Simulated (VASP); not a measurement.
Output of a VASP run:

File OSZICAR:
```
...
   3 F= -.20631213E+03 E0= -.20631213E+03  d E =-.153744E-01  mag=     2.0000
       N       E                     dE             d eps       ncg     rms          rms(c)
DAV:   1    -0.206237646622E+03    0.74494E-01   -0.30713E+01  1168   0.845E+00    0.136E+00
RMM:   2    -0.206298396189E+03   -0.60750E-01   -0.65775E-01  1363   0.179E+00    0.300E-01
RMM:   3    -0.206313206317E+03   -0.14810E-01   -0.16414E-01  1328   0.853E-01    0.447E-01
RMM:   4    -0.206313681733E+03   -0.47542E-03   -0.14541E-02  1434   0.287E-01    0.348E-01
RMM:   5    -0.206312920234E+03    0.76150E-03   -0.14920E-03  1230   0.762E-02    0.278E-01
RMM:   6    -0.206312329475E+03    0.59076E-03   -0.85324E-03  1343   0.105E-01    0.103E-01
RMM:   7    -0.206312197077E+03    0.13240E-03   -0.34382E-04  1174   0.467E-02    0.809E-02
RMM:   8    -0.206312057076E+03    0.14000E-03   -0.11893E-03  1159   0.432E-02    0.302E-02
RMM:   9    -0.206312032123E+03    0.24953E-04   -0.64584E-05  1055   0.203E-02    0.392E-02
RMM:  10    -0.206312027431E+03    0.46920E-05   -0.24298E-05   899   0.989E-03
   4 F= -.20631203E+03 E0= -.20631203E+03  d E =-.152669E-01  mag=     2.0000
       N       E                     dE             d eps       ncg     rms          rms(c)
DAV:   1    -0.206297323408E+03    0.14709E-01   -0.79671E+00  1184   0.434E+00    0.692E-01
RMM:   2    -0.206312649541E+03   -0.15326E-01   -0.16616E-01  1364   0.902E-01    0.180E-01
RMM:   3    -0.206315907914E+03   -0.32584E-02   -0.36042E-02  1296   0.409E-01    0.215E-01
RMM:   4    -0.206316074083E+03   -0.16617E-03   -0.40361E-03  1453   0.149E-01    0.174E-01
RMM:   5    -0.206315881373E+03    0.19271E-03   -0.33914E-04  1087   0.367E-02    0.140E-01
RMM:   6    -0.206315732459E+03    0.14891E-03   -0.21121E-03  1393   0.519E-02    0.539E-02
RMM:   7    -0.206315702319E+03    0.30139E-04   -0.67517E-05   967   0.219E-02    0.425E-02
RMM:   8    -0.206315673643E+03    0.28676E-04   -0.32032E-04  1141   0.211E-02    0.151E-02
RMM:   9    -0.206315665386E+03    0.82572E-05   -0.15915E-05   667   0.992E-03
   5 F= -.20631567E+03 E0= -.20631567E+03  d E =-.189048E-01  mag=     2.0000
       N       E                     dE             d eps       ncg     rms          rms(c)
DAV:   1    -0.206315798966E+03   -0.12532E-03   -0.53178E-01  1208   0.118E+00    0.138E-01
RMM:   2    -0.206316634121E+03   -0.83516E-03   -0.89555E-03  1380   0.227E-01    0.388E-02
RMM:   3    -0.206316810166E+03   -0.17605E-03   -0.18305E-03  1265   0.104E-01    0.404E-02
RMM:   4    -0.206316845685E+03   -0.35519E-04   -0.46203E-04  1264   0.469E-02    0.306E-02
RMM:   5    -0.206316841014E+03    0.46709E-05   -0.13752E-05   642   0.951E-03
   6 F= -.20631684E+03 E0= -.20631684E+03  d E =-.117563E-02  mag=     2.0000
       N       E                     dE             d eps       ncg     rms          rms(c)
DAV:   1    -0.206309912352E+03    0.69333E-02   -0.45094E+00  1168   0.342E+00    0.383E-01
RMM:   2    -0.206316957986E+03   -0.70456E-02   -0.75634E-02  1371   0.649E-01    0.116E-01
RMM:   3    -0.206318575932E+03   -0.16179E-02   -0.16874E-02  1278   0.301E-01    0.123E-01
RMM:   4    -0.206318784868E+03   -0.20894E-03   -0.29404E-03  1487   0.126E-01    0.941E-02
RMM:   5    -0.206318742242E+03    0.42626E-04   -0.14253E-04  1076   0.255E-02    0.727E-02
RMM:   6    -0.206318711397E+03    0.30845E-04   -0.28926E-04   941   0.248E-02    0.272E-02
RMM:   7    -0.206318719154E+03   -0.77573E-05   -0.75752E-05  1033   0.163E-02
   7 F= -.20631872E+03 E0= -.20631872E+03  d E =-.305377E-02  mag=     2.0000
```

### OUTCAR
```
------------------------ aborting loop because EDIFF is reached ----------------------------------------
  FORCE on cell =-STRESS in cart. coord.  units (eV):
  Direction    XX          YY          ZZ          XY          YZ          ZX
  --------------------------------------------------------------------------------------
  Total        8.7428860      8.7867422      8.7574150      0.0010694     -0.0021903      0.0018680
  in kB        9.5326672      9.5804851      9.5485087      0.0011661     -0.0023882      0.0020367
  external PRESSURE =       9.5538870 kB  Pullay stress =       0.0000000 kB
  volume of cell :     1469.44
      direct lattice vectors                 reciprocal lattice vectors
    11.368861852  0.000000000  0.000000000     0.087959552  0.000000000  0.000000000
     0.000000000 11.368861852  0.000000000     0.000000000  0.087959552  0.000000000
     0.000000000  0.000000000 11.368861852     0.000000000  0.000000000  0.087959552
  FREE ENERGIE OF THE ION-ELECTRON SYSTEM (eV)
  ---------------------------------------------------
  free  energy   TOTEN  =      -206.3187191543 eV

  energy  without entropy=     -206.3187191543  energy(sigma->0) =     -206.31871915

 total charge

# of ion       s       p       d       tot
------------------------------------------
    1        0.045   5.977   0.000   6.022
    2        0.046   5.977   0.000   6.023
    3        0.045   5.977   0.000   6.022
    4        0.047   5.976   0.000   6.023
    5        0.046   5.977   0.000   6.023
    6        0.046   5.976   0.000   6.022
    7        0.046   5.977   0.000   6.023
    8        0.045   5.977   0.000   6.022
    9        0.046   5.976   0.000   6.022
   10        0.046   5.976   0.000   6.022
   11        0.045   5.977   0.000   6.022
   12        0.046   5.977   0.000   6.023
   13        0.047   5.976   0.000   6.023
   14        0.045   5.977   0.000   6.022
   15        0.046   5.977   0.000   6.023
   16        0.045   5.977   0.000   6.022
   17        0.046   5.976   0.000   6.022
   18        0.046   5.976   0.000   6.022
   19        0.047   5.976   0.000   6.023
   20        0.046   5.977   0.000   6.023
   21        0.046   5.976   0.000   6.022
   22        0.046   5.977   0.000   6.023
   23        0.047   5.976   0.000   6.023
   24        0.045   5.977   0.000   6.022
   25        0.045   5.977   0.000   6.022
   26        0.045   5.977   0.000   6.022
   27        0.045   5.977   0.000   6.022
   28        0.046   5.977   0.000   6.023
   29        0.047   5.976   0.000   6.023
   30        0.045   5.977   0.000   6.022
   31        0.045   5.977   0.000   6.022
   32        0.047   5.976   0.000   6.023
   33        1.591   3.575   0.000   5.167
   34        1.592   3.575   0.000   5.167
   35        1.593   3.575   0.000   5.168
   36        1.591   3.575   0.000   5.166
   37        1.591   3.575   0.000   5.166
   38        1.592   3.575   0.000   5.167
   39        1.591   3.575   0.000   5.167
   40        1.591   3.575   0.000   5.166
   41        1.593   3.575   0.000   5.168
   42        1.593   3.575   0.000   5.168
   43        1.592   3.575   0.000   5.167
   44        1.593   3.575   0.000   5.168
   45        1.591   3.575   0.000   5.167
   46        1.592   3.576   0.000   5.167
   47        1.591   3.575   0.000   5.166
   48        1.591   3.575   0.000   5.166
...
```
(Selected blocks of OUTCAR.)

POSCAR:
```
Na32Cl31
1
   11.3688618516     0.0000000000     0.0000000000
    0.0000000000    11.3688618516    -0.0000000000
   -0.0000000000    -0.0000000000    11.3688618516
Na Cl
32 31
Direct
  0.5000000000   0.0000000000   0.0000000000
  0.7500000000   0.2500000000   0.0000000000
  0.7500000000   0.0000000000   0.2500000000
  0.0000000000   0.0000000000   0.0000000000
  0.2500000000   0.2500000000   0.0000000000
  0.4990040000   0.4985410000   0.0001170000
  0.7500000000   0.7500000000   0.0000000000
  0.2500000000   0.0000000000   0.2500000000
  0.4962400000   0.2458510000   0.2469190000
  0.7504130000   0.5041430000   0.2535220000
  0.5000000000   0.0000000000   0.5000000000
  0.7500000000   0.2500000000   0.5000000000
  0.7500000000   0.0000000000   0.7500000000
  0.0000000000   0.5000000000   0.0000000000
  0.2500000000   0.7500000000   0.0000000000
  0.0000000000   0.2500000000   0.2500000000
  0.2510430000   0.4979200000   0.2515500000
  0.5009380000   0.7516920000   0.2503580000
  0.0000000000   0.0000000000   0.5000000000
  0.2500000000   0.2500000000   0.5000000000
  0.5010760000   0.5041520000   0.5014680000
  0.7500000000   0.7500000000   0.5000000000
  0.2500000000   0.0000000000   0.7500000000
  0.5000000000   0.2500000000   0.7500000000
  0.7500000000   0.5000000000   0.7500000000
  0.0000000000   0.7500000000   0.2500000000
  0.0000000000   0.5000000000   0.5000000000
  0.2500000000   0.7500000000   0.5000000000
  0.0000000000   0.2500000000   0.7500000000
  0.2500000000   0.5000000000   0.7500000000
  0.5000000000   0.7500000000   0.7500000000
  0.0000000000   0.7500000000   0.7500000000
  0.7500000000   0.2500000000   0.2500000000
  0.0000000000   0.5000000000   0.2500000000
  0.0000000000   0.2500000000   0.5000000000
  0.2500000000   0.2500000000   0.2500000000
  0.7500000000   0.7500000000   0.2500000000
  0.0000000000   0.0000000000   0.2500000000
  0.5000000000   0.2500000000   0.5000000000
  0.7500000000   0.5000000000   0.5000000000
  0.0000000000   0.7500000000   0.5000000000
  0.7500000000   0.2500000000   0.7500000000
  0.0000000000   0.5000000000   0.7500000000
  0.0000000000   0.2500000000   0.0000000000
  0.2500000000   0.7500000000   0.2500000000
  0.5000000000   0.0000000000   0.2500000000
  0.2500000000   0.5000000000   0.5000000000
  0.5000000000   0.7500000000   0.5000000000
  0.7500000000   0.0000000000   0.5000000000
  0.2500000000   0.2500000000   0.7500000000
  0.5000000000   0.5000000000   0.7500000000
  0.7500000000   0.7500000000   0.7500000000
  0.0000000000   0.0000000000   0.7500000000
  0.5000000000   0.2500000000   0.0000000000
  0.7500000000   0.5000000000   0.0000000000
  0.0000000000   0.7500000000   0.0000000000
  0.2500000000   0.0000000000   0.5000000000
  0.2500000000   0.7500000000   0.7500000000
  0.5000000000   0.0000000000   0.7500000000
  0.2500000000   0.5000000000   0.0000000000
  0.5000000000   0.7500000000   0.0000000000
  0.7500000000   0.0000000000   0.0000000000
  0.2500000000   0.0000000000   0.0000000000
```

Reconstruct the remaining input files.

This is not unique; one that fits is the input of the run itself, PBE GGA, plane waves, VASP's PBE PAW potentials (set 64).

### KPOINTS
```
Automatic mesh
0
G
  1 1 1
```

INCAR:
```
ALGO = Fast
EDIFF = 1E-5
EDIFFG = -0.03
ENCUT = 400
GGA = PE
IBRION = 2
ISIF = 2
ISMEAR = 0
ISPIN = 2
ISYM = 0
LASPH = .TRUE.
LCHARG = .FALSE.
LORBIT = 10
LREAL = Auto
LWAVE = .FALSE.
MAGMOM = 63*0.0317
NELECT = 442.0
NELM = 100
NELMIN = 4
NSW = 60
NUPDOWN = 2
PREC = Normal
SIGMA = 0.05
SYSTEM = Na32Cl31
```

POTCAR, in this order: Na_pv Cl (PBE.64 set). Program: vasp_gam.

The cell is charged, with a uniform compensating background. The supercell is sampled at Γ alone, which is coarse: total energies, pressure and levels can be off, energies of defects by several tenths of an eV.

The cell is a supercell with a defect, built from NaCl (rock salt): vac_Cl, charge -1.
